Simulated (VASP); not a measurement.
Energy against volume of BaHfO₃ (cubic perovskite). These are optB86b-vdW, VASP's PBE PAW potentials (set 64) (plane waves; VASP) values and carry that method's errors.

```
V (Å³/atom)  E (eV/atom)
-----------  -----------
13.692          -6.98248
14.129          -7.00662
14.566          -7.01436
15.003          -7.00824
15.440          -6.99036
```

**Question.** Fit a third-order Birch-Murnaghan equation of state.

**Answer.** 
| Item | Result |
|---|---|
| volume per atom | 14.58 Å³/atom |
| bulk modulus | 1680 kbar |
| pressure derivative of the bulk modulus | 4.56 |
| lattice constant a | 4.177 Å |

Measured: a 4.171 Å (computed value off by +0.1 %), as given by Zhao et al., (2008), arXiv:0809.3506. The calculation is for a static lattice, while the measured a holds thermal and zero-point effects, which are part of the difference.

The compound is BaHfO3 in the cubic perovskite structure. It was relaxed first.
